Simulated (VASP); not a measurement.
Energy against volume of GaP (zinc blende). Method: TPSS meta-GGA, VASP's PBE PAW potentials (set 64) (plane waves; VASP). Settings: 520 eV cut-off, 8×8×8 Γ-centred mesh, Gaussian smearing of 0.050 eV, potentials Ga_d P.

```tsv
V (Å³/atom)	E (eV/atom)
19.982	-10.86526
20.600	-10.87019
21.218	-10.86597
21.835	-10.85399
```

Question: Fit these four points and predict the energy of the run at 19.364 Å³/atom.

Answer: A cubic in V^(−2/3), the third-order Birch-Murnaghan form, passes through the four points with V0 = 20.61 Å³/atom and B0 = 79 GPa, and gives -10.8496 eV/atom there. The run gave -10.8496 eV/atom, -0.1 meV/atom from the fit; all five points give B0 = 79 GPa.

The compound is GaP in the zinc blende structure. It was relaxed first.
